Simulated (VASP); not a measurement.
Here is the system:

```
KZnF3
1.0
    4.12880     0.00000     0.00000
    0.00000     4.12880     0.00000
    0.00000     0.00000     4.12880
K Zn F
1 1 3
Cartesian
  0.00000   0.00000   0.00000
  2.06440   2.06440   2.06440
  2.06440   0.00000   2.06440
  0.00000   2.06440   2.06440
  2.06440   2.06440   0.00000
```

Method: PBE GGA, VASP's PBE PAW potentials (set 64) (plane waves; VASP 6.6.1). Numerical set-up: 620 eV cut-off, 6×6×6 Γ-centred mesh, Gaussian smearing of 0.050 eV, potentials K_sv Zn F.

Energy and stress use the plane-wave basis of the starting cell.

**Question.** The ions, cell shape and volume at an external pressure of 5.0 GPa are relaxed. Predict the relaxed structure.

**Answer.** 
```
KZnF3
1.0
    4.04560     0.00000     0.00000
    0.00000     4.04560     0.00000
    0.00000     0.00000     4.04560
K Zn F
1 1 3
Cartesian
  0.00000   0.00000   0.00000
  2.02280   2.02280   2.02280
  2.02280   0.00000   2.02280
  0.00000   2.02280   2.02280
  2.02280   2.02280   0.00000
```
Space group Pm-3m (221), at a tolerance of 0.03 Å.

**Question.** How do energy and volume change from the first to the last step?

**Answer.** The energy (σ→0) changes by +12.4 meV/atom and the volume by -5.9 %, in 3 ionic steps.

```csv
step,E(σ→0) (eV),max force (eV/Å),pressure (GPa),volume (Å³)
1,-20.3393,0.000,0.01,70.38
2,-20.2705,0.000,5.29,66.01
3,-20.2771,0.000,5.03,66.21
```

The compound is KZnF3 in the cubic perovskite structure. This run relaxes it under an external pressure of 5 GPa. Symmetry was kept, so distortions that lower it aren't found.
